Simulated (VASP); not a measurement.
The input files of a VASP run:

POSCAR:
```
CdO
1.0
  0.0000000000   2.3710817128   2.3710817128
  2.3710817128   0.0000000000   2.3710817128
  2.3710817128   2.3710817128   0.0000000000
Cd O
1 1
direct
  0.0000000000   0.0000000000   0.0000000000
  0.5000000000   0.5000000000   0.5000000000
```

**INCAR**
```
ALGO=Normal
EDIFF=1E-7
ENCUT=520
GGA=PE
ISIF=2
ISMEAR=-5
IVDW=12
LASPH=.True.
LCHARG=.True.
LMAXMIX=4
LORBIT=11
LREAL=.False.
LWAVE=.False.
NEDOS=601
NELM=100
PREC=Accurate
SYSTEM=CdO
```

File KPOINTS:
```
Automatic mesh
0
Gamma
15 15 15
0 0 0
```

POTCAR, in this order: Cd O (PBE.64 set). Program: vasp_std.

Task: Translate this PBE-D3(BJ) calculation to Ansatz.

Result: One equivalent input (not run):
Ansatz 0.2 input:
```yaml
crystal:
  lattice:
    - [0.0000000, 2.3710817, 2.3710817]
    - [2.3710817, 0.0000000, 2.3710817]
    - [2.3710817, 2.3710817, 0.0000000]
  atoms:
    - { symbol: Cd, position: [0.0000000, 0.0000000, 0.0000000] }
    - { symbol: O, position: [0.5000000, 0.5000000, 0.5000000] }
kpoints:
  mp_grid: { grid: [15, 15, 15] }
hamiltonian:
  xc: pbe
  dispersion: d3bj
  pseudopotentials: { kind: paw }
scf:
  occupations: { method: tetrahedron }
  max_iter: 100
output: { forces: true, stress: true, eigenvalues: true }
```
The two are equivalent in intent, not identical: each code has its own PAW files, so the cut-off isn't converted (ENCUT is set for VASP's; basis.ecutwfc is left out, and Ansatz then takes the one that its files recommend); Ansatz stops its SCF on the density residual and VASP on the energy change (EDIFF).

The compound is CdO in the rock salt structure. It was relaxed first.
